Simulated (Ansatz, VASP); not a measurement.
# One calculation of Sr3B, two programs

```
Sr B
1.0
     0.00000    4.02296    4.02296
     4.02296    0.00000    4.02296
     4.02296    4.02296    0.00000
Sr B
3 1
Direct
  0.50000 0.50000 0.50000
  0.25000 0.25000 0.25000
  0.75000 0.75000 0.75000
  0.00000 0.00000 0.00000
```

Alike in both runs: task relaxation of cell and atoms; functional PBE; k mesh 10 × 10 × 10; occupations gaussian, width 0.1 eV; no spin polarisation.

```csv
,VASP,Ansatz
version,VASP 6.6.1,Ansatz 0.2.0
potentials or method,"VASP PAW PBE potentials, release 64 (Sr_sv, B)","scalar-relativistic, plane waves, PAW"
plane-wave cutoff (eV),600,420
valence electrons in the cell,33,33
```

VASP gave:

```
gap on the k mesh at the Fermi level, each at its own relaxed structure (eV) : none
relaxed volume (Å³/atom)                                                     : 33.15
relaxed cell length with the largest relative difference (Å)                 : 5.724
```

Problem. What did Ansatz give for the same quantities?

Solution. gap on the k mesh at the Fermi level, each at its own relaxed structure (eV): none; relaxed volume (Å³/atom): 33.06; relaxed cell length with the largest relative difference (Å): 5.719.

A gap of «none» marks a metal or a gap that the smearing closes.
